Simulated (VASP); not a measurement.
# 1T-PtSe2 monolayer under biaxial strain, part 2 of 7

Aim: strain 1T-PtSe2 monolayer in both directions of its plane and follow energy, thickness and gap.

VASP 6.6.1, plane waves and PAW; the level of theory is named at each step.

So far, gap on the k-mesh (eV): step 2 (relaxing the monolayer) 1.35.

### Step 4. Vacuum level and density of states

Level of this step: PBE with D3(BJ); plane waves and PAW (Pt, Se) (VASP).

A static run writes the electrostatic potential without exchange and correlation (LVHAR), which is flat in the vacuum and gives the level to count from. The dipole correction cancels the field that unlike faces would set up across the vacuum.

The input, INCAR:

```
SYSTEM = PtSe2
PREC = Normal
ENCUT = 350
EDIFF = 1E-06
NELM = 120
ISMEAR = 0
SIGMA = 0.03
LREAL = .FALSE.
ALGO = Fast
GGA = PE
IVDW = 12
NBANDS = 17
LASPH = .TRUE.
LORBIT = 11
LWAVE = .FALSE.
LCHARG = .TRUE.
IDIPOL = 3
LDIPOL = .TRUE.
DIPOL = 0.5 0.5 0.5
LVHAR = .TRUE.
LVACPOTAV = .TRUE.
NEDOS = 1500
LELF = .TRUE.
```

The input, POSCAR:

```
PtSe2
1.0
    3.7028369179      0.0000000000      0.0000000000
   -1.8514184590      3.2067508370      0.0000000000
    0.0000000000      0.0000000000     22.0000000000
Pt Se
1 2
Direct
    0.0000000000      0.0000000000      0.5000000000
    0.3333333333      0.6666666667      0.4396979050
    0.6666666667      0.3333333333      0.5603020950
```

The input, KPOINTS:

```
Automatic mesh
0
Gamma
9 9 1
0 0 0
```

The input, KPOINTS_OPT:

```
Line mode
14
Line-mode
Reciprocal
  0.00000000   0.00000000   0.00000000 GAMMA
  0.50000000   0.00000000   0.00000000 M

  0.50000000   0.00000000   0.00000000 M
  0.33333333   0.33333333   0.00000000 K

  0.33333333   0.33333333   0.00000000 K
  0.00000000   0.00000000   0.00000000 GAMMA
```

The projector-augmented-wave data sets are Pt and Se (PBE family, release 64).

Launch:

```bash
mpirun -np 4 vasp_std
```

What it wrote:

```text
[banner, memory and clock lines left out]
running    4 mpi-ranks, on    1 nodes
 distrk:  each k-point on    4 cores,    1 groups
 distr:  one band on    1 cores,    4 groups

 POSCAR found type information on POSCAR PtSe
 POSCAR found :  2 types and       3 ions
 LDA part: xc-table for (Slater+PW92), standard interpolation
|                                                                             |
|           W    W    AA    RRRRR   N    N  II  N    N   GGGG   !!!           |
|           W    W   A  A   R    R  NN   N  II  NN   N  G    G  !!!           |
|           W    W  A    A  R    R  N N  N  II  N N  N  G       !!!           |
|           W WW W  AAAAAA  RRRRR   N  N N  II  N  N N  G  GGG   !            |
|           WW  WW  A    A  R   R   N   NN  II  N   NN  G    G                |
|           W    W  A    A  R    R  N    N  II  N    N   GGGG   !!!           |
|                                                                             |
|     The number of bands has been changed from the values supplied in        |
|     The orbitals not found in the WAVECAR file will be initialized with     |
|     random numbers, which is usually adequate. For correlated               |
|     calculations, however, you should redo the groundstate calculation.     |
|     I found NBANDS = 17. Now, NBANDS = 20.                                  |
|                                                                             |

 POSCAR, INCAR and KPOINTS ok, starting setup
 FFT: planning ... GRIDC
 FFT: planning ... GRID_SOFT
 FFT: planning ... GRID
 WAVECAR not read
 entering main loop
       N       E                     dE             d eps       ncg     rms          rms(c)
DAV:   1     0.138600537012E+03    0.13860E+03   -0.59999E+03   480   0.589E+02
DAV:   2    -0.150113260697E+01   -0.14010E+03   -0.13198E+03   664   0.140E+02
DAV:   3    -0.149061078340E+02   -0.13405E+02   -0.13292E+02   576   0.514E+01
DAV:   4    -0.151308084628E+02   -0.22470E+00   -0.22448E+00   596   0.766E+00
DAV:   5    -0.151345641686E+02   -0.37557E-02   -0.37555E-02   612   0.963E-01    0.124E+01
RMM:   6    -0.144904543991E+02    0.64411E+00   -0.38391E+00   540   0.955E+00    0.674E+00
RMM:   7    -0.143265914943E+02    0.16386E+00   -0.59134E-01   481   0.407E+00    0.319E+00
RMM:   8    -0.142849173817E+02    0.41674E-01   -0.64785E-02   573   0.156E+00    0.431E-01
RMM:   9    -0.142842984500E+02    0.61893E-03   -0.17439E-02   617   0.698E-01    0.181E-01
RMM:  10    -0.142843816946E+02   -0.83245E-04   -0.15639E-03   640   0.218E-01    0.155E-01
RMM:  11    -0.142846629735E+02   -0.28128E-03   -0.65161E-04   608   0.124E-01    0.174E-01
RMM:  12    -0.142843976112E+02    0.26536E-03   -0.85192E-04   617   0.155E-01    0.118E-01
RMM:  13    -0.142843988334E+02   -0.12222E-05   -0.46716E-05   625   0.371E-02    0.779E-02
RMM:  14    -0.142844128155E+02   -0.13982E-04   -0.15797E-05   619   0.202E-02    0.197E-02
RMM:  15    -0.142844835262E+02   -0.70711E-04   -0.55301E-05   636   0.334E-02    0.105E-01
RMM:  16    -0.142844903155E+02   -0.67893E-05   -0.69503E-06   595   0.130E-02    0.773E-02
RMM:  17    -0.142845113195E+02   -0.21004E-04   -0.10658E-05   636   0.131E-02    0.142E-02
RMM:  18    -0.142845293320E+02   -0.18013E-04   -0.36627E-06   568   0.748E-03    0.226E-03
RMM:  19    -0.142845409966E+02   -0.11665E-04   -0.49712E-07   508   0.291E-03    0.344E-03
RMM:  20    -0.142845482981E+02   -0.73014E-05   -0.33808E-07   481   0.195E-03    0.395E-04
RMM:  21    -0.142845517741E+02   -0.34760E-05   -0.93290E-08   389   0.117E-03    0.173E-03
RMM:  22    -0.142845525133E+02   -0.73921E-06   -0.30272E-08   364   0.103E-03
|                                                                             |
|           W    W    AA    RRRRR   N    N  II  N    N   GGGG   !!!           |
|           W    W   A  A   R    R  NN   N  II  NN   N  G    G  !!!           |
|           W    W  A    A  R    R  N N  N  II  N N  N  G       !!!           |
|           W WW W  AAAAAA  RRRRR   N  N N  II  N  N N  G  GGG   !            |
|           WW  WW  A    A  R   R   N   NN  II  N   NN  G    G                |
|           W    W  A    A  R    R  N    N  II  N    N   GGGG   !!!           |
|                                                                             |
|     Did not find any points to average over, which means that no vacuum     |
|     field-free region was found. Please increase the size of  your cell     |
|     in the dimension of the dipole correction to obtain accurate            |
|     workfunction values.                                                    |
|                                                                             |

   1 F= -.15182755E+02 E0= -.15182755E+02  d E =-.289208E-11
 Start KPOINTS_OPT (optional k-point list driver)
k-point batch [1-12\42]
       N       E                     dE             ncg
DAV:   1    -0.284188159567E+03   -0.27003E+04      488
DAV:   2    -0.187175298900E+04   -0.15876E+04      660
DAV:   3    -0.202784312519E+04   -0.15609E+03      612
DAV:   4    -0.203032372984E+04   -0.24806E+01      560
DAV:   5    -0.203037381809E+04   -0.50088E-01      632
DAV:   6    -0.203037527424E+04   -0.14562E-02      664
DAV:   7    -0.203037529782E+04   -0.23579E-04      656
DAV:   8    -0.203037529833E+04   -0.51261E-06      496
[...]
k-point batch [37-42\42]
       N       E                     dE             ncg
DAV:   1     0.256169904474E+04   -0.55219E+03      240
DAV:   2     0.177155849761E+04   -0.79014E+03      336
DAV:   3     0.168864524434E+04   -0.82913E+02      280
DAV:   4     0.168707309566E+04   -0.15721E+01      276
DAV:   5     0.168703905783E+04   -0.34038E-01      320
DAV:   6     0.168703831470E+04   -0.74313E-03      332
DAV:   7     0.168703830389E+04   -0.10807E-04      316
DAV:   8     0.168703830330E+04   -0.59119E-06      228
```

Wall time 21 s (4 MPI ranks of AMD EPYC 7R43, shared host); peak memory 0.49 GiB.

Parts of OUTCAR (step 4):

```text
The static configuration has the point symmetry D_3d.

 Found     12 irreducible k-points:

   k-points           NKPTS =     12   k-points in BZ     NKDIM =     12   number of bands    NBANDS=     20

   NELECT =      22.0000    total number of electrons

 E-fermi :  -2.9284

 k-point     1 :       0.0000    0.0000    0.0000
  band No.  band energies     occupation
    ...
      7      -5.9512      2.00000
      8      -4.3802      2.00000
      9      -3.7515      2.00000
     10      -3.0607      2.00000
     11      -3.0607      2.00000
     12      -0.1028      0.00000
     13      -0.1028      0.00000
     14       1.4414      0.00000
     15       2.1497      0.00000
     16       2.5313      0.00000
    ...

 k-point     2 :       0.1111   -0.0000    0.0000
  band No.  band energies     occupation
    ...
      7      -6.0413      2.00000
      8      -4.7685      2.00000
      9      -3.5321      2.00000
     10      -3.1660      2.00000
     11      -3.0646      2.00000
     12      -0.8919      0.00000
     13      -0.2883      0.00000
     14       1.8651      0.00000
     15       2.3555      0.00000
     16       2.8587      0.00000
    ...

 Edisp (eV)   -0.89820

  Total      -0.00754    -0.00754    -0.08291     0.00000     0.00000     0.00000
  in kB      -0.04623    -0.04623    -0.50851     0.00000     0.00000     0.00000
  external pressure =       -0.20 kB  Pullay stress =        0.00 kB

 POSITION                                       TOTAL-FORCE (eV/Angst)
 -----------------------------------------------------------------------------------
      0.00000      0.00000     11.00000         0.000000      0.000000      0.000000
     -0.00000      2.13783      9.67335        -0.000000     -0.000000     -0.002462
      1.85142      1.06892     12.32665         0.000000      0.000000      0.002462
 -----------------------------------------------------------------------------------
    total drift:                                0.000000      0.000000     -0.000000

  FREE ENERGIE OF THE ION-ELECTRON SYSTEM (eV)
  ---------------------------------------------------
  free  energy   TOTEN  =       -15.1827546521 eV

  energy  without entropy=      -15.1827546521  energy(sigma->0) =      -15.18275465

 vacuum level on the upper side and lower side of the slab         2.584         2.584

[... 9 parts as in an earlier step ...]

[... 5 further parts left out ...]
```

This step gave:

* Fermi energy: -2.928 eV
* least gap on mesh and path: 1.340 eV
* least direct gap on mesh and path: 1.574 eV
* vacuum levels: 2.584, 2.584 eV
* ionisation potentials of the upper and lower face: 5.640, 5.640 eV
* electron affinities of the upper and lower face: 4.301, 4.301 eV

Electronic bands along the path, in eV, zero at the valence-band top; v1 is the highest filled band, c1 the lowest empty one:

| point | v4 | v3 | v2 | v1 | c1 | c2 | c3 | c4 |
| --- | --- | --- | --- | --- | --- | --- | --- | --- |
| Γ | -1.32 | -0.69 | 0.00 | 0.00 | 2.95 | 2.95 | 4.50 | 5.21 |
| 0.46 of the way | -2.23 | -0.50 | -0.28 | -0.27 | 1.34 | 2.54 | 5.62 | 5.81 |
| M | -2.32 | -1.97 | -1.80 | -1.49 | 2.40 | 2.69 | 4.65 | 6.14 |
| 0.46 of the way | -2.36 | -2.34 | -1.28 | -1.03 | 1.96 | 2.25 | 5.34 | 7.13 |
| K | -2.55 | -2.33 | -0.99 | -0.99 | 1.76 | 1.76 | 6.02 | 8.09 |
| 0.46 of the way | -2.28 | -1.10 | -0.86 | -0.13 | 1.63 | 1.93 | 6.21 | 6.32 |
| Γ | -1.32 | -0.69 | 0.00 | 0.00 | 2.95 | 2.95 | 4.50 | 5.21 |

Of the projections kept (Pt, Se), the largest for each band there; the rest of the weight can lie on other orbitals:

| point | v4 | v3 | v2 | v1 | c1 | c2 | c3 | c4 |
| --- | --- | --- | --- | --- | --- | --- | --- | --- |
| Γ | Pt 0.79 | Se 0.98 | Se 0.90 | Se 0.90 | Se 0.61 | Se 0.61 | Se 0.58 | Se 0.66 |
| M | Pt 1.00 | Pt 0.90 | Se 0.80 | Se 0.88 | Pt 0.51 | Se 0.59 | Pt 0.61 | Se 0.63 |
| K | Pt 0.98 | Se 0.77 | Pt 0.71 | Pt 0.71 | Se 0.51 | Se 0.51 | Pt 0.55 | Se 0.58 |
| Γ | Pt 0.79 | Se 0.98 | Se 0.90 | Se 0.90 | Se 0.61 | Se 0.61 | Se 0.58 | Se 0.66 |

Zero at the Fermi level. Planar average of the electrostatic potential against height:

| height (Å) | planar average of the electrostatic potential (eV) |
| --- | --- |
| 0.0 | 5.51 |
| 0.5 | 5.51 |
| 1.0 | 5.51 |
| 1.5 | 5.51 |
| 2.0 | 5.51 |
| 2.5 | 5.51 |
| 3.0 | 5.51 |
| 3.5 | 5.51 |
| 4.0 | 5.51 |
| 4.5 | 5.51 |
| 5.0 | 5.51 |
| 5.5 | 5.51 |
| 6.0 | 5.51 |
| 6.5 | 5.51 |
| 7.0 | 5.49 |
| 7.5 | 5.43 |
| 8.0 | 5.18 |
| 8.5 | 4.10 |
| 9.0 | -0.867 |
| 9.5 | -6.79 |
| 10.0 | -8.01 |
| 10.5 | -8.81 |
| 11.0 | -11.2 |
| 11.5 | -8.81 |
| 12.0 | -8.01 |
| 12.5 | -6.79 |
| 13.0 | -0.867 |
| 13.5 | 4.10 |
| 14.0 | 5.18 |
| 14.5 | 5.43 |
| 15.0 | 5.49 |
| 15.5 | 5.51 |
| 16.0 | 5.51 |
| 16.5 | 5.51 |
| 17.0 | 5.51 |
| 17.5 | 5.51 |
| 18.0 | 5.51 |
| 18.5 | 5.51 |
| 19.0 | 5.51 |
| 19.5 | 5.51 |
| 20.0 | 5.51 |
| 20.5 | 5.51 |
| 21.0 | 5.51 |
| 21.5 | 5.51 |

Density of states in the PAW spheres, an atom over height of the layer and energy from the Fermi level.

Ten even steps from '0' (0.00 states/eV) to '9' (3.91 states/eV), each cell a mean:
```
000
000
222
121
010
131
010
191
020
030
040
151
020
141
171
030
010
000
000
000
000
000
```
Columns: height of the layer (Å) from 9.7 to 12.3; rows upwards: energy from the Fermi level (eV) from -7.9 to 0.5.

ELF in the ca plane at fractional y = 0.000, with atoms of Pt within 0.2 Å of it. It is the smooth field of the valence electrons, not physical close to the nuclei.

Ten even steps from '0' (0.00) to '9' (0.73), each cell a mean:
```
00000000000000000001353001442100000000000000
00000000000000000012344223443210000000100000
00000000001000001345654444566532100000000000
00000000001000024688875334788875210000000000
00000000000000135899985224799997410000000000
00000000000000125799985324789986310000000000
00000000000000012467765434677653100004000000
00000000000000000123444434444321000000000000
00000000001000000001343102442100000000000000
00000000000000000001352011542000000000000000
```
Columns run along c (16.0 Å, from fractional 0.11 to 0.83 of the cell), rows up along a (3.7 Å). Atoms in or near the plane, at fractional coordinates: Pt at (0.50, 0.00).

Valence density in the ca plane at fractional y = 0.000, with atoms of Pt within 0.2 Å of it. It is the smooth field of the valence electrons, not physical close to the nuclei.

Ten steps, logarithmic in the rise over the least value, from '0' (0.0 e/Å³) to '9' (3.4 e/Å³), each cell a mean:
```
00000000000000000012358999853210000000000000
00000000000000000012356888653210000000000000
00000000000000000123445666544321000000000000
00000000000000000134454444454431000000000000
00000000000000001234554434455432100000000000
00000000000000001234554444455432100000000000
00000000000000000123445555544321000000000000
00000000000000000123346777643211000000000000
00000000000000000012357898753210000000000000
00000000000000000012368999863210000000000000
```
Columns run along c (16.0 Å, from fractional 0.11 to 0.83 of the cell), rows up along a (3.7 Å). Atoms in or near the plane, at fractional coordinates: Pt at (0.50, 0.00).

The map of layer states is cut here 0.5 eV above the Fermi level, so it leaves out the states above that.

The vacuum level lies 5.64 eV above the highest filled level at the upper face; both faces agree, as the slab has next to no dipole.

The program found no field-free point at its default tolerance, but its printed level agrees with the flat part of the planar average.

[end of part 2 of 7]

[Lines on the potential files, build, host, timing and source positions are cut from VASP's logs without a mark.]

[Logs are printed without paths, hosts, clocks, repeated set-up lines and the standing remarks that a program may print on its own settings, such as how far it seeks lower states.]

[Hosts, paths, dates, database ids (printed as entryN), source tags and the programs' standing remarks are cut or masked in the printed files.]

[Runs that stopped without an error message from VASP are left out.]
